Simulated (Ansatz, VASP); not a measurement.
# Cross-check of Si (twisted silicene bilayer, 87.80 deg) between VASP and Ansatz

One calculation is typed for both programs; each brings its own data sets. How far apart do they land? The cell is taken from a series of runs on this material, whose earlier steps may have relaxed, scaled, displaced or heated it; both programs get it as it stands.

Method: plane waves, with VASP 6.6.1 beside it; PBE with D4, in Ansatz 0.2.0.

**1. Starting point**

The cell holds 52 atoms: 52 Si. Cell: a = 13.917 Å, b = 13.917 Å, c = 16.170 Å, α = 90.0°, β = 90.0°, γ = 120.0°. It derives from Si (silicene). As first built, before any earlier steps moved the atoms or strained the cell (in the runner's words): silicene (a = 3.86 A) under silicene (a = 3.86 A), bilayer, commensurate cell of 13 unit cells a layer, twist 87.80 deg; facing atoms 3.29 A apart;; flat layers, displaced by a Gaussian of 0.01 A. Vacuum lies along c.

**2. VASP: single point, PBE with D4**

A single point takes one fixed geometry, so differences don't come from the geometry; what else differs is listed under the comparison.

Lines of VASP's logs that name or quote its potential files are left out, and so is its time.

The input, INCAR:

```
SYSTEM = Si
PREC = Accurate
ENCUT = 400
EDIFF = 1E-06
NELM = 120
ISMEAR = 0
SIGMA = 0.025
LREAL = Auto
ALGO = Normal
GGA = PE
IVDW = 13
NBANDS = 144
LORBIT = 11
LWAVE = .FALSE.
LCHARG = .FALSE.
ISIF = 2
LASPH = .TRUE.
GGA_COMPAT = .FALSE.
KPAR = 4
```

The input, POSCAR:

```
Si
1.0
   13.9174000000      0.0000000000      0.0000000000
   -6.9587000000     12.0528200000      0.0000000000
    0.0000000000      0.0000000000     16.1700000000
Si
52
Direct
    0.1289400000      0.1797300000      0.3978900000
    0.1803100000      0.0511000000      0.3714400000
    0.2061300000      0.4889300000      0.3994000000
    0.2567900000      0.3598700000      0.3702400000
    0.2814400000      0.7949400000      0.3985300000
    0.3339100000      0.6667600000      0.3714300000
    0.3601600000      0.1038500000      0.3987100000
    0.4100800000      0.9740100000      0.3710400000
    0.4361100000      0.4110000000      0.3981800000
    0.4873300000      0.2814500000      0.3712100000
    0.5119900000      0.7178400000      0.3986100000
    0.5653300000      0.5908400000      0.3709900000
    0.5906400000      0.0270100000      0.3987800000
    0.6412400000      0.8970700000      0.3721700000
    0.6663700000      0.3333100000      0.3981300000
    0.7186900000      0.2058000000      0.3715100000
    0.7449200000      0.6416500000      0.3983900000
    0.7951500000      0.5115900000      0.3718600000
    0.8215300000      0.9481300000      0.3980100000
    0.8709000000      0.8211500000      0.3717600000
    0.8962200000      0.2544300000      0.3970700000
    0.9484400000      0.1267200000      0.3701000000
    0.9750500000      0.5644900000      0.3984500000
    0.0258900000      0.4351900000      0.3699000000
    0.0513100000      0.8703600000      0.3982800000
    0.1030000000      0.7442500000      0.3706900000
    0.2557400000      0.8974400000      0.6288500000
    0.2044600000      0.7179600000      0.6009800000
    0.3312100000      0.6664100000      0.6289300000
    0.2824400000      0.4863000000      0.6021100000
    0.5635300000      0.9741400000      0.6278600000
    0.5115100000      0.7937000000      0.6002100000
    0.1794500000      0.1290000000      0.6286600000
    0.1274700000      0.9475600000      0.6016200000
    0.4088500000      0.4352400000      0.6287700000
    0.3593100000      0.2562400000      0.6018800000
    0.6406000000      0.7448900000      0.6292100000
    0.5894400000      0.5644900000      0.6017300000
    0.8722900000      0.0509200000      0.6287900000
    0.8205700000      0.8722100000      0.6022400000
    0.4866200000      0.2055300000      0.6295100000
    0.4354900000      0.0256000000      0.6012000000
    0.7175900000      0.5136000000      0.6279400000
    0.6658400000      0.3332300000      0.6022300000
    0.9502600000      0.8209700000      0.6291400000
    0.8977600000      0.6399900000      0.6024300000
    0.7949900000      0.2817800000      0.6289000000
    0.7428900000      0.1017500000      0.6010800000
    0.0257500000      0.5897100000      0.6293200000
    0.9736500000      0.4102600000      0.6008700000
    0.1031600000      0.3582600000      0.6289300000
    0.0503200000      0.1786200000      0.6021600000
```

The input, KPOINTS:

```
Automatic mesh
0
Gamma
3 3 1
0 0 0
```

PAW data sets: Si (PBE family, release 64).

Launch:

```sh
> mpirun -np 8 vasp_std
```

Numbers of over 12 decimals in the logs are rounded to 6 here.

Output:

```text
[banner, memory and clock lines left out]
running    8 mpi-ranks, on    1 nodes
[...]
|                                                                             |
|           W    W    AA    RRRRR   N    N  II  N    N   GGGG   !!!           |
|           W    W   A  A   R    R  NN   N  II  NN   N  G    G  !!!           |
|           W    W  A    A  R    R  N N  N  II  N N  N  G       !!!           |
|           W WW W  AAAAAA  RRRRR   N  N N  II  N  N N  G  GGG   !            |
|           WW  WW  A    A  R   R   N   NN  II  N   NN  G    G                |
|           W    W  A    A  R    R  N    N  II  N    N   GGGG   !!!           |
|                                                                             |
|     For optimal performance we recommend to set                             |
|       NCORE = 2 up to number-of-cores-per-socket                            |
|     NCORE specifies how many cores store one orbital (NPAR=cpu/NCORE).      |
|     This setting can greatly improve the performance of VASP for DFT.       |
|     The default, NCORE=1 might be grossly inefficient on modern             |
|     multi-core architectures or massively parallel machines. Do your        |
|     Unfortunately you need to use the default for GW and RPA                |
|     calculations (for HF NCORE is supported but not extensively tested      |
|     yet).                                                                   |
|                                                                             |

 LDA part: xc-table for (Slater+PW92), standard interpolation
 POSCAR, INCAR and KPOINTS ok, starting setup
[...]
entering main loop
       N       E                     dE             d eps       ncg     rms          rms(c)
DAV:   1     0.848566430184E+03    0.84857E+03   -0.57905E+04  1456   0.859E+02
DAV:   2    -0.159484136537E+03   -0.10081E+04   -0.96216E+03  1896   0.172E+02
DAV:   3    -0.252403540610E+03   -0.92919E+02   -0.91250E+02  1648   0.502E+01
DAV:   4    -0.256258154905E+03   -0.38546E+01   -0.38242E+01  2136   0.119E+01
[...]
DAV:  19    -0.249409883756E+03   -0.35805E-04   -0.10932E-06  1264   0.173E-03    0.131E-03
DAV:  20    -0.249409898907E+03   -0.15152E-04   -0.66584E-07  1072   0.128E-03    0.469E-04
DAV:  21    -0.249409898923E+03   -0.15418E-07   -0.65773E-08   928   0.510E-04
   1 F= -.26493173E+03 E0= -.26492640E+03  d E =-.106492E-01
```

Parts of OUTCAR (step 2):

```text
  Edisp (eV):  -15.52183

  Total      -8.24420    -9.42505   -12.85038     0.78355    -0.76869     0.17311
  in kB      -4.86970    -5.56721    -7.59049     0.46283    -0.45405     0.10225
  external pressure =       -6.01 kB  Pullay stress =        0.00 kB

 POSITION                                       TOTAL-FORCE (eV/Angst)
 -----------------------------------------------------------------------------------
      0.54382      2.16625      6.43388        -0.059229      0.167566      0.398835
      2.15386      0.61590      6.00618         0.099618     -0.037472     -0.024021
     -0.53352      5.89299      6.45830        -0.017853     -0.280125      0.379768
      1.06962      4.33745      5.98678        -0.041373     -0.101749     -0.014192
     -1.61484      9.58127      6.44423         0.215102     -0.055162      0.421692
      0.00738      8.03634      6.00602        -0.237966      0.156914     -0.207855
      4.28983      1.25169      6.44714        -0.090992     -0.297376      0.296357
     -1.07060     11.73957      5.99972        -0.023677      0.048111      0.016595
      3.20949      4.95371      6.43857         0.181549     -0.251184      0.260942
      4.82384      3.39227      6.00247        -0.276214      0.389393     -0.140092
      2.13034      8.65200      6.44552         0.203873      0.039199      0.443884
      3.75645      7.12129      5.99891        -0.063823      0.041426      0.022332
      8.03222      0.32555      6.44827         0.145658     -0.090252      0.264226
      2.68195     10.81222      6.01799         0.043981      0.210800     -0.027399
[...]
-----------------------------------------------------------------------------------
    total drift:                               -0.008292      0.003440     -0.002833

  FREE ENERGIE OF THE ION-ELECTRON SYSTEM (eV)
  ---------------------------------------------------
  free  energy   TOTEN  =      -264.9317291008 eV

  energy  without entropy=     -264.9210798519  energy(sigma->0) =     -264.92640448

[... 3 further parts left out ...]
[key lines of the parts left out:]
E-fermi :  -0.6064
```

Dispersion corrections of this kind ignore metallic screening and tend to overbind metals.

**3. Ansatz: single point, PBE with D4**

Ansatz runs on its default PAW (the set named soft_2) files.

The same cell, functional, mesh and smearing now go to Ansatz, which takes its cutoff from its data sets.

The input, input.yaml:

```yaml
crystal:
  lattice:
    - [13.9174, 0.0, 0.0]
    - [-6.9587, 12.05282, 0.0]
    - [0.0, 0.0, 16.17]
  atoms:
    - { symbol: Si, position: [0.12894, 0.17973, 0.39789] }
    - { symbol: Si, position: [0.18031, 0.0511, 0.37144] }
    - { symbol: Si, position: [0.20613, 0.48893, 0.3994] }
    - { symbol: Si, position: [0.25679, 0.35987, 0.37024] }
    - { symbol: Si, position: [0.28144, 0.79494, 0.39853] }
    - { symbol: Si, position: [0.33391, 0.66676, 0.37143] }
    - { symbol: Si, position: [0.36016, 0.10385, 0.39871] }
    - { symbol: Si, position: [0.41008, 0.97401, 0.37104] }
    - { symbol: Si, position: [0.43611, 0.411, 0.39818] }
    - { symbol: Si, position: [0.48733, 0.28145, 0.37121] }
    - { symbol: Si, position: [0.51199, 0.71784, 0.39861] }
    - { symbol: Si, position: [0.56533, 0.59084, 0.37099] }
    - { symbol: Si, position: [0.59064, 0.02701, 0.39878] }
    - { symbol: Si, position: [0.64124, 0.89707, 0.37217] }
    - { symbol: Si, position: [0.66637, 0.33331, 0.39813] }
    - { symbol: Si, position: [0.71869, 0.2058, 0.37151] }
    - { symbol: Si, position: [0.74492, 0.64165, 0.39839] }
    - { symbol: Si, position: [0.79515, 0.51159, 0.37186] }
    - { symbol: Si, position: [0.82153, 0.94813, 0.39801] }
    - { symbol: Si, position: [0.8709, 0.82115, 0.37176] }
    - { symbol: Si, position: [0.89622, 0.25443, 0.39707] }
    - { symbol: Si, position: [0.94844, 0.12672, 0.3701] }
    - { symbol: Si, position: [0.97505, 0.56449, 0.39845] }
    - { symbol: Si, position: [0.02589, 0.43519, 0.3699] }
    - { symbol: Si, position: [0.05131, 0.87036, 0.39828] }
    - { symbol: Si, position: [0.103, 0.74425, 0.37069] }
    - { symbol: Si, position: [0.25574, 0.89744, 0.62885] }
    - { symbol: Si, position: [0.20446, 0.71796, 0.60098] }
    - { symbol: Si, position: [0.33121, 0.66641, 0.62893] }
    - { symbol: Si, position: [0.28244, 0.4863, 0.60211] }
    - { symbol: Si, position: [0.56353, 0.97414, 0.62786] }
    - { symbol: Si, position: [0.51151, 0.7937, 0.60021] }
    - { symbol: Si, position: [0.17945, 0.129, 0.62866] }
    - { symbol: Si, position: [0.12747, 0.94756, 0.60162] }
    - { symbol: Si, position: [0.40885, 0.43524, 0.62877] }
    - { symbol: Si, position: [0.35931, 0.25624, 0.60188] }
    - { symbol: Si, position: [0.6406, 0.74489, 0.62921] }
    - { symbol: Si, position: [0.58944, 0.56449, 0.60173] }
    - { symbol: Si, position: [0.87229, 0.05092, 0.62879] }
    - { symbol: Si, position: [0.82057, 0.87221, 0.60224] }
    - { symbol: Si, position: [0.48662, 0.20553, 0.62951] }
    - { symbol: Si, position: [0.43549, 0.0256, 0.6012] }
    - { symbol: Si, position: [0.71759, 0.5136, 0.62794] }
    - { symbol: Si, position: [0.66584, 0.33323, 0.60223] }
    - { symbol: Si, position: [0.95026, 0.82097, 0.62914] }
    - { symbol: Si, position: [0.89776, 0.63999, 0.60243] }
    - { symbol: Si, position: [0.79499, 0.28178, 0.6289] }
    - { symbol: Si, position: [0.74289, 0.10175, 0.60108] }
    - { symbol: Si, position: [0.02575, 0.58971, 0.62932] }
    - { symbol: Si, position: [0.97365, 0.41026, 0.60087] }
    - { symbol: Si, position: [0.10316, 0.35826, 0.62893] }
    - { symbol: Si, position: [0.05032, 0.17862, 0.60216] }
kpoints:
  mp_grid: { grid: [3, 3, 1] }
hamiltonian:
  xc: pbe
  dispersion: d4
scf:
  occupations: { method: gaussian, width: 0.025 }
output:
  forces: true
  populations: intrinsic
  dos:
    method: { smearing: { sigma: 0.08 } }
    de: 0.1
    projected:
      site_lists:
        Si: [Si]
        layer_1: [0, 1, 2, 3, 4, 5, 6, 7, 8, 9, 10, 11, 12, 13, 14, 15, 16, 17, 18, 19, 20, 21, 22, 23, 24, 25]
        layer_2: [26, 27, 28, 29, 30, 31, 32, 33, 34, 35, 36, 37, 38, 39, 40, 41, 42, 43, 44, 45, 46, 47, 48, 49, 50, 51]
  eigenvalues: true
  write_density: true
  write_potential: true
  volumetric_format: npy
```

Launch:

```sh
> ansatz run input.yaml --threads 4 --pin off --max-ram 8192MiB --backend cpu --events-out ev --progress --plain --runs-dir out
```

Output:

```text
Engine: ansatz 0.2.0, aarch64-unknown-linux-gnu
Pseudopotentials: kind: paw
Pseudopotential: Si, paw, valence charge 4, recommended cutoff 420 eV (normal), Si.paw.azcp
Functional definition: PBE
  parameter kappa = 0.804
  parameter beta = 0.066725
  exchange = pbe_x(kappa = kappa, mu = beta*pi^2/3)
  correlation = pbe_c(beta = beta)
Crystal: 52 atoms, lattice volume = 2712.419 Å³
Basis set: ecut = 420 eV, 53041 PW (Γ), exchange–correlation on 192×192×240 points (8 copies of the dense FFT grid, shifted against one another)
Bands: 156, of which v1, the nominal top of the filled ones, is band 104 counted from 1 (103 counted from 0)
Symmetry: 1 space group operations
Space group: P1 (ITA 1), of the structure as read, at distance tolerance 1.4e-4 Å
k-points: 5 of 9 (time reversal used)
Non-local potential: Si, projectors of the file, l = 0: 2, l = 1: 2, l = 2: 2
PAW form: soft (Blöchl's): semilocal exchange-correlation on the pseudo side does not see the compensation charge
PAW one-centre angular grid: Si, 110 points (default); XC on 64 Gauss nodes
Initial density: superposition of atomic densities (neutral atoms: chi_scale 0, normalization atom), corrected by the library's trained network
Initial wavefunctions: pseudopotential atomic-orbital guess
Functional: x = pbe(κ = 0.804, μ = 0.219515), c = pbe(β = 0.066725)
SCF iter   1: F=—  HF=-33044.968863 eV  |F-HF|=—  |Δ(HF+E_count)|=         —  Δρ=1.80e-3  dr2=2.17e-1  ethr=1.77e-3  ⟨swp⟩=7.4  Hψ=4101  notcnv=0  defer=116
preconditioner: auto → LDOS  [metal: Δε(μ)=0.003 eV  Ē_g=7.058 eV  σ=0.025 eV  W_gap=0.06  n_scr=236 (ndim 8)  ℏωp=10.3 eV  f_vac=0.473  D(μ)=33.83/eV (n_scr^D=156)  β→1.0]
SCF iter   2: F=—  HF=-33044.985441 eV  |F-HF|=—  |Δ(HF+E_count)|=   1.66e-2  Δρ=9.24e-4  dr2=6.72e-2  ethr=1.04e-4  ⟨swp⟩=3.0  Hψ=1468  notcnv=0  defer=235
SCF iter   3: F=—  HF=-33044.978241 eV  |F-HF|=—  |Δ(HF+E_count)|=   7.20e-3  Δρ=4.15e-4  dr2=1.63e-2  ethr=3.23e-5  ⟨swp⟩=2.6  Hψ=1138  notcnv=0  defer=235
SCF iter   4: F=—  HF=-33044.976854 eV  |F-HF|=—  |Δ(HF+E_count)|=   1.39e-3  Δρ=2.24e-4  dr2=4.63e-3  ethr=7.86e-6  ⟨swp⟩=2.0  Hψ=831  notcnv=0  defer=235
SCF iter   5: F=—  HF=-33044.976589 eV  |F-HF|=—  |Δ(HF+E_count)|=   2.65e-4  Δρ=1.37e-4  dr2=1.92e-3  ethr=2.23e-6  ⟨swp⟩=2.4  Hψ=1025  notcnv=0  defer=235
SCF iter   6: F=—  HF=-33044.976412 eV  |F-HF|=—  |Δ(HF+E_count)|=   1.77e-4  Δρ=6.84e-5  dr2=6.49e-4  ethr=9.25e-7  ⟨swp⟩=2.8  Hψ=961  notcnv=0  defer=235
SCF iter   7: F=—  HF=-33044.976360 eV  |F-HF|=—  |Δ(HF+E_count)|=   5.19e-5  Δρ=3.82e-5  dr2=2.56e-4  ethr=3.12e-7  ⟨swp⟩=2.8  Hψ=881  notcnv=0  defer=235
SCF iter   8: F=—  HF=-33044.976341 eV  |F-HF|=—  |Δ(HF+E_count)|=   1.84e-5  Δρ=2.61e-5  dr2=8.56e-5  ethr=1.23e-7  ⟨swp⟩=2.8  Hψ=860  notcnv=0  defer=235
SCF iter   9: F=—  HF=-33044.976449 eV  |F-HF|=—  |Δ(HF+E_count)|=   1.08e-4  Δρ=1.76e-5  dr2=3.78e-5  ethr=4.12e-8  ⟨swp⟩=2.6  Hψ=935  notcnv=0  defer=235
SCF iter  10: F=—  HF=-33044.976446 eV  |F-HF|=—  |Δ(HF+E_count)|=   3.03e-6  Δρ=1.13e-5  dr2=1.19e-5  ethr=1.82e-8  ⟨swp⟩=3.0  Hψ=926  notcnv=0  defer=235
SCF iter  11: F=—  HF=-33044.976445 eV  |F-HF|=—  |Δ(HF+E_count)|=   1.13e-6  Δρ=6.73e-6  dr2=3.45e-6  ethr=5.73e-9  ⟨swp⟩=3.0  Hψ=936  notcnv=0  defer=235
SCF iter  12: F=—  HF=-33044.976445 eV  |F-HF|=—  |Δ(HF+E_count)|=   4.86e-8  Δρ=3.19e-6  dr2=1.02e-6  ethr=1.66e-9  ⟨swp⟩=3.0  Hψ=1061  notcnv=0  defer=235
SCF iter  13: F=—  HF=-33044.976445 eV  |F-HF|=—  |Δ(HF+E_count)|=  2.91e-10  Δρ=1.70e-6  dr2=3.11e-7  ethr=4.90e-10  ⟨swp⟩=2.2  Hψ=896  notcnv=0  defer=235
SCF iter  14: F=—  HF=-33044.976445 eV  |F-HF|=—  |Δ(HF+E_count)|=   1.07e-8  Δρ=9.90e-7  dr2=1.32e-7  ethr=1.49e-10  ⟨swp⟩=2.0  Hψ=932  notcnv=0  defer=235
SCF iter  15: F=-33044.976445 eV  HF=-33044.976445 eV  |F-HF|=2.57e-8  |Δ(HF+E_count)|=   6.05e-9  Δρ=5.92e-7  dr2=3.60e-8  ethr=4.81e-11  ⟨swp⟩=22.2  Hψ=8029  notcnv=0
SCF 1 converged in 15 iterations: F = -33044.976445 eV  dr2 = 3.60e-8
  greatest PAW one-centre occupation: 0.651 electrons in one spin orbital (limit 2), on the Si atom at site 48 (counted from 0), in its partial waves of l = 0
[...]
atom  27  Si     0.04955767     0.04154738     0.07294339
  atom  28  Si    -0.05349513     0.06883834    -0.44939005
  atom  29  Si     0.29170303    -0.09787702     0.13923084
  atom  30  Si    -0.34322354     0.23780717    -0.44916842
  atom  31  Si     0.07844745    -0.21964961     0.03594900
  atom  32  Si    -0.17633826     0.06306140    -0.38734507
  atom  33  Si     0.21809217    -0.13121552     0.02143746
  atom  34  Si     0.19624600     0.34600925    -0.46619865
  atom  35  Si     0.28810817     0.04583486     0.06577352
  atom  36  Si    -0.23564187    -0.05731409    -0.32306407
  atom  37  Si     0.22407813    -0.12274371     0.05558434
  atom  38  Si     0.02252553     0.11058885    -0.27399728
  atom  39  Si    -0.45543827     0.04881222     0.09766420
  atom  40  Si     0.03660794    -0.24794793    -0.43115504
  atom  41  Si     0.17526160    -0.30832096     0.13295955
  atom  42  Si    -0.21862420     0.22137175    -0.30040611
  atom  43  Si    -0.07841166    -0.05950297     0.13184623
  atom  44  Si     0.11648503     0.05047204    -0.62248607
  atom  45  Si    -0.29890749    -0.45193953     0.05178944
  atom  46  Si    -0.20024684     0.31507659    -0.29511784
  atom  47  Si    -0.01582553     0.03863094     0.08531591
  atom  48  Si     0.22736581     0.08801701    -0.26147917
  atom  49  Si     0.10020482    -0.00072550     0.05804348
  atom  50  Si     0.22828173    -0.23169714    -0.26574593
  atom  51  Si    -0.30512243    -0.04403412     0.00973177
  atom  52  Si     0.11678798     0.31257607    -0.48357181
  max |Σ_I F_I| component: 2.68e-5 eV/Å
--- Band table (eV; the first three rows and the last of 5) ---
  k-point 0: bands = [... 100 lower, -0.9849, -0.7088, -0.6895, -0.4378, -0.3517, -0.1186, -0.1048, 0.1244, ... 48 higher]
  k-point 1: bands = [... 100 lower, -1.0174, -0.9191, -0.6039, -0.4455, -0.2657, -0.1439, -0.1008, -0.0648, ... 48 higher]
  k-point 2: bands = [... 100 lower, -1.0154, -0.9077, -0.6131, -0.4488, -0.2686, -0.1390, -0.1087, -0.0523, ... 48 higher]
  k-point 4: bands = [... 100 lower, -1.0243, -0.9053, -0.6077, -0.4468, -0.2631, -0.1429, -0.1100, -0.0495, ... 48 higher]
--- intrinsic populations: 52 sites ---
  site symbol       q [e]
     0     Si      4.0051
     1     Si      3.9906
     2     Si      4.0156
     3     Si      3.9944
     4     Si      4.0138
     5     Si      3.9851
     6     Si      4.0104
     7     Si      3.9922
     8     Si      3.9973
     9     Si      4.0015
    10     Si      4.0157
    11     Si      3.9914
    12     Si      3.9980
    13     Si      3.9914
    14     Si      4.0035
    15     Si      4.0006
    16     Si      4.0084
    17     Si      4.0009
    18     Si      4.0075
    19     Si      3.9904
    20     Si      4.0087
    21     Si      3.9916
    22     Si      3.9960
    23     Si      3.9918
[...]
44     Si      3.9902
    45     Si      4.0097
    46     Si      4.0002
    47     Si      4.0093
    48     Si      3.9920
    49     Si      3.9978
    50     Si      3.9914
    51     Si      4.0079
  spilling = 0.000000 (of n_electrons = 208.000000)
```

**4. Differences**

Known differences besides the potentials themselves: the cutoff is 420 eV in Ansatz and 400 eV in VASP (PREC = Accurate, projectors in real space). Total energies have different zeros and are not compared.

Forces on 10 of the 52 atoms, those with the largest forces and the largest differences (eV/Å; atoms numbered as in POSCAR):

```tsv
atom	Ansatz x, y, z	VASP x, y, z
Si3	-0.018, -0.280, 0.387	-0.018, -0.280, 0.380
Si15	0.074, -0.075, 0.697	0.074, -0.075, 0.692
Si19	-0.548, 0.062, 0.520	-0.546, 0.061, 0.514
Si20	0.463, -0.357, -0.121	0.462, -0.356, -0.116
Si28	-0.053, 0.069, -0.449	-0.052, 0.070, -0.443
Si30	-0.343, 0.238, -0.449	-0.344, 0.238, -0.443
Si32	-0.176, 0.063, -0.387	-0.175, 0.065, -0.380
Si34	0.196, 0.346, -0.466	0.196, 0.345, -0.460
Si44	0.116, 0.050, -0.622	0.116, 0.050, -0.619
Si52	0.117, 0.313, -0.484	0.117, 0.311, -0.478
```

The forces differ by 3.3 meV/Å r.m.s., which is 1.4 % of the r.m.s. force of 0.232 eV/Å (both taken over all components). Where the cell holds vacuum, a pressure given here is an average over it and none of the material.

**5. Summary of results**

```
r.m.s. force difference (single point, PBE with D4) : 1.4 % of the r.m.s. force
```

The r.m.s. force difference is 1.4 % of the r.m.s. force (single point, PBE with D4), within the 3 % picked in this series as the mark of a large difference. Such differences can come from data sets, numerical settings and the points named under the comparisons, not from the functional's error against experiment.

[Lines on the potential files, build, host, timing and source positions are cut from VASP's logs without a mark.]

[Logs are printed without paths, hosts, clocks, repeated set-up lines and the standing remarks that a program may print on its own settings, such as how far it seeks lower states.]

[Hosts, paths, dates, database ids (printed as entryN), source tags and the programs' standing remarks are cut or masked in the printed files.]
